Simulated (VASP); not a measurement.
# Nb: accuracy against cost in the plane-wave cutoff and SCF solver, part 3 of 3

How sensitive are energy and pressure of Nb to the plane-wave cutoff and SCF solver? The series runs use LDA. The start is a cell from a database of measured crystal structures.

VASP 6.6.1; LDA; plane waves and PAW (Nb_sv).

Still holding for the runs below: This run has no spin polarisation. Its electron count is odd, so without a moment it is a metal by construction. The k-mesh is coarse for a metal.

So far. Step 14 (SCF solver: ALGO = All): Against the first of the series the energy stays within 0.01 meV an atom; the pressure moves by +0.02 GPa, after 16 cycles in 3.8 s. Step 15 (SCF solver: ALGO = Damped): Against the first of the series the energy stays within 0.01 meV an atom; the pressure moves by +0.01 GPa, after 23 cycles in 4.4 s.

## (16) SCF solver: AMIX = 0.1, BMIX = 0.01

INCAR reads:

```
SYSTEM = Nb
PREC = Accurate
ENCUT = 400
EDIFF = 1E-06
NELM = 100
ISMEAR = -1
SIGMA = 0.05
LREAL = .FALSE.
ALGO = Normal
GGA = CA
NBANDS = 12
LORBIT = 11
LWAVE = .FALSE.
LCHARG = .FALSE.
KPAR = 2
ISIF = 2
AMIX = 0.1
BMIX = 0.01
```

POSCAR reads:

```
Nb
1.0
   -1.6506050000      1.6506050000      1.6506050000
    1.6506050000     -1.6506050000      1.6506050000
    1.6506050000      1.6506050000     -1.6506050000
Nb
1
Direct
    0.0000000000      0.0000000000      0.0000000000
```

KPOINTS reads:

```
Automatic mesh
0
Gamma
9 9 9
0 0 0
```

Potentials, in the order of the species: Nb_sv (PBE family, release 64).

On the command line:

```console
$ mpirun -np 2 vasp_std
```

Log:

```text
[... set-up lines as in an earlier step ...]
 entering main loop
       N       E                     dE             d eps       ncg     rms          rms(c)
[... 5 cycles as in an earlier step ...]
DAV:   6    -0.116438114227E+02    0.17708E+00   -0.55879E-02  1364   0.275E+00    0.644E+00
DAV:   7    -0.112904043320E+02    0.35341E+00   -0.10342E+00  1328   0.118E+01    0.139E+00
DAV:   8    -0.112900221346E+02    0.38220E-03   -0.16801E-02  1060   0.178E+00    0.722E-01
DAV:   9    -0.112899828071E+02    0.39328E-04   -0.70928E-03  1080   0.106E+00    0.793E-02
DAV:  10    -0.112899923370E+02   -0.95300E-05   -0.72209E-05  1036   0.893E-02    0.795E-02
DAV:  11    -0.112899919703E+02    0.36675E-06   -0.21768E-06  1028   0.176E-02
   1 F= -.11289992E+02 E0= -.11284142E+02  d E =-.117000E-01
```

Wall time 3.6 s (2 MPI ranks of AMD EPYC 7R43, shared host); peak memory 0.17 GiB; 6 s of CPU time.

From OUTCAR (step 16):

```text
  Total       -1.1922272     -1.1922272     -1.1922272      0.0000000     -0.0000000     -0.0000000
  in kB     -106.1891525   -106.1891525   -106.1891525      0.0000000     -0.0000000     -0.0000000
  external PRESSURE =    -106.1891525 kB  Pullay stress =       0.0000000 kB

 POSITION                                       TOTAL-FORCE (eV/Angst)
 -----------------------------------------------------------------------------------
      0.00000      0.00000      0.00000         0.000000      0.000000     -0.000000
 -----------------------------------------------------------------------------------
    total drift:                                0.000000     -0.000000     -0.000000

  FREE ENERGIE OF THE ION-ELECTRON SYSTEM (eV)
  ---------------------------------------------------
  free  energy   TOTEN  =       -11.2899919703 eV

  energy  without entropy=      -11.2782920171  energy(sigma->0) =      -11.28414199

[... 2 parts as in an earlier step ...]

[... 1 further part left out ...]
[key lines of the parts left out:]
E-fermi :  10.9575
```

Against the first of the series the energy moves by -0.02 meV an atom and the pressure by -1.29 GPa, after 11 cycles in 3.6 s.

## (17) SCF solver: AMIX = 0.8

Changes to INCAR since step 16:

```diff
@@ -16,3 +16,2 @@
 ISIF = 2
-AMIX = 0.1
-BMIX = 0.01
+AMIX = 0.8
```

POSCAR is that of step 16.

KPOINTS is that of step 16.

On the command line:

```console
$ mpirun -np 2 vasp_std
```

Log:

```text
[... set-up lines as in an earlier step ...]
 entering main loop
       N       E                     dE             d eps       ncg     rms          rms(c)
[... 5 cycles as in an earlier step ...]
DAV:   6    -0.113411505201E+02    0.47974E+00   -0.27190E+00  1320   0.189E+01    0.201E+00
DAV:   7    -0.112854134855E+02    0.55737E-01   -0.33710E-01  1324   0.696E+00    0.820E-01
DAV:   8    -0.112878090788E+02   -0.23956E-02   -0.14462E-02  1416   0.140E+00    0.211E-01
DAV:   9    -0.112895759888E+02   -0.17669E-02   -0.23619E-03  1424   0.366E-01    0.878E-02
DAV:  10    -0.112899378239E+02   -0.36184E-03   -0.24974E-04  1064   0.168E-01    0.237E-02
DAV:  11    -0.112899328870E+02    0.49369E-05   -0.58419E-05  1312   0.573E-02    0.284E-02
DAV:  12    -0.112899742197E+02   -0.41333E-04   -0.27440E-05  1188   0.584E-02    0.659E-03
DAV:  13    -0.112899757777E+02   -0.15580E-05   -0.12289E-05  1352   0.196E-02    0.159E-03
DAV:  14    -0.112899757327E+02    0.44973E-07   -0.40604E-07   644   0.486E-03
   1 F= -.11289976E+02 E0= -.11284119E+02  d E =-.117133E-01
```

Run time: 4.4 s. Hardware: 2 MPI ranks; peak memory 0.18 GiB.

Parts of OUTCAR (step 17):

```text
  Total       -1.0468447     -1.0468447     -1.0468447      0.0000000     -0.0000000     -0.0000000
  in kB      -93.2402372    -93.2402372    -93.2402372      0.0000000     -0.0000000     -0.0000000
  external PRESSURE =     -93.2402372 kB  Pullay stress =       0.0000000 kB

  FREE ENERGIE OF THE ION-ELECTRON SYSTEM (eV)
  ---------------------------------------------------
  free  energy   TOTEN  =       -11.2899757327 eV

  energy  without entropy=      -11.2782624436  energy(sigma->0) =      -11.28411909

[... 3 parts as in an earlier step ...]

[... 1 further part left out ...]
[key lines of the parts left out:]
E-fermi :  10.9562
```

Against the first of the series the energy stays within 0.01 meV an atom; the pressure moves by +0.01 GPa, after 14 cycles in 4.4 s.

## (18) SCF solver: IMIX = 1, AMIX = 0.2

Changes to INCAR since step 17:

```diff
@@ -16,2 +16,3 @@
 ISIF = 2
-AMIX = 0.8
+IMIX = 1
+AMIX = 0.2
```

POSCAR is that of step 17.

KPOINTS is that of step 17.

On the command line:

```console
$ mpirun -np 2 vasp_std
```

Log:

```text
[... set-up lines as in an earlier step ...]
 entering main loop
       N       E                     dE             d eps       ncg     rms          rms(c)
[... 5 cycles as in an earlier step ...]
DAV:   6    -0.115309212328E+02    0.28997E+00   -0.16726E-01  1356   0.480E+00    0.520E+00
DAV:   7    -0.113977961877E+02    0.13313E+00   -0.77869E-02  1364   0.324E+00    0.349E+00
DAV:   8    -0.113374465103E+02    0.60350E-01   -0.34741E-02  1392   0.214E+00    0.239E+00
DAV:   9    -0.113103681033E+02    0.27078E-01   -0.15779E-02  1380   0.142E+00    0.168E+00
[...]
DAV:  28    -0.112899722870E+02   -0.16178E-05   -0.65058E-07   520   0.109E-02    0.236E-02
DAV:  29    -0.112899733875E+02   -0.11006E-05   -0.49739E-07   556   0.943E-03    0.191E-02
DAV:  30    -0.112899741355E+02   -0.74800E-06   -0.37518E-07   460   0.842E-03
   1 F= -.11289974E+02 E0= -.11284117E+02  d E =-.117139E-01
```

The job ended after 8 s (2 MPI ranks; peak memory 0.17 GiB; 15 s of CPU time).

From OUTCAR (step 18):

```text
  Total       -1.0575641     -1.0575641     -1.0575641     -0.0000000     -0.0000000     -0.0000000
  in kB      -94.1949916    -94.1949916    -94.1949916     -0.0000000     -0.0000000     -0.0000000
  external PRESSURE =     -94.1949916 kB  Pullay stress =       0.0000000 kB

 POSITION                                       TOTAL-FORCE (eV/Angst)
 -----------------------------------------------------------------------------------
      0.00000      0.00000      0.00000         0.000000      0.000000      0.000000
 -----------------------------------------------------------------------------------
    total drift:                                0.000000     -0.000000      0.000000

  FREE ENERGIE OF THE ION-ELECTRON SYSTEM (eV)
  ---------------------------------------------------
  free  energy   TOTEN  =       -11.2899741355 eV

  energy  without entropy=      -11.2782602250  energy(sigma->0) =      -11.28411718

[... 2 parts as in an earlier step ...]

[... 1 further part left out ...]
[key lines of the parts left out:]
E-fermi :  10.9568
```

Against the first of the series the energy stays within 0.01 meV an atom; the pressure moves by -0.09 GPa, after 30 cycles in 8 s.

## (19) The SCF solver series as a table

This step: convergence of LDA results with the solver; plane waves and PAW (VASP 6.6.1).

This step runs nothing: it gathers the runs above.

Differences are taken from the run with ALGO = Normal. Results of the series, by row:

```
                setting     status  energy less the reference (meV/atom)  pressure (GPa)  SCF cycles  wall time (s)
          ALGO = Normal  converged                                     0          -9.333          12            3.6
            ALGO = Fast  converged                               5.40e-4          -9.317          20            5.6
        ALGO = VeryFast  converged                               0.00282           -9.32          35            9.2
             ALGO = All  converged                               2.50e-4          -9.315          16            3.8
          ALGO = Damped  converged                               7.60e-4          -9.319          23            4.4
AMIX = 0.1, BMIX = 0.01  converged                              -0.02291          -10.62          11            3.6
             AMIX = 0.8  converged                              -1.00e-5          -9.324          14            4.4
   IMIX = 1, AMIX = 0.2  converged                                0.0019          -9.419          30              8
```

## (20) Outcome

| Quantity | Value |
| --- | --- |
| plane-wave cutoff from which the energy stays within 10 meV/atom of the reference | ENCUT = 340 |
| plane-wave cutoff from which the energy stays within 1 meV/atom of the reference | none before the reference itself |
| plane-wave cutoff from which the pressure stays within 0.2 GPa of the reference | none before the reference itself |
| spread of the pressure over the plane-wave cutoff | 167 GPa |
| spread of the energy over the plane-wave cutoff | 1115 meV/atom |
| fewest SCF cycles | AMIX = 0.1, BMIX = 0.01 (11) |
| most SCF cycles among converged runs | ALGO = VeryFast (35) |
| spread of the pressure over the SCF solver | 1.30 GPa |
| spread of the energy over the SCF solver | 0.0257 meV/atom |

No run before the reference (ENCUT = 590) settles within 1 meV an atom of it; the nearest step is off by +1.0 meV an atom, -0.26 GPa. The pressure doesn't settle within 0.2 GPa before the reference. These cutoffs are 0.6 to 2 times the default of the data sets, about 290 eV; at the default the run is off by +12.5 meV an atom, -1.88 GPa, and at 1.3 times by +4.7 meV an atom, -0.69 GPa. Energy differences between like cells converge faster than these totals. All SCF solvers that converged agree within 0.05 meV an atom. No setting beats the 3.6 s of ALGO = Normal by a fifth or more; the slowest converged run is ALGO = VeryFast, at 9.2 s. On a shared host such times are rough. Yet the pressure of AMIX = 0.1, BMIX = 0.01 is -1.29 GPa off: EDIFF tests the energy, which is second order in the error of the density, while the stress is first order. Differences are taken from the run with ENCUT = 590, which is itself not the exact limit. Forces vanish by symmetry in this cell, so the series can't test them. The runs at ENCUT = 180; ENCUT = 220; ENCUT = 260 are over 30 meV an atom or 2 GPa off and describe the material poorly.

[Lines on the potential files, build, host, timing and source positions are cut from VASP's logs without a mark.]

[Logs are printed without paths, hosts, clocks, repeated set-up lines and the standing remarks that a program may print on its own settings, such as how far it seeks lower states.]

[Hosts, paths, dates, database ids (printed as entryN), source tags and the programs' standing remarks are cut or masked in the printed files.]

[A measured line is paired with the nearest computed mode of its activity, which favours agreement.]
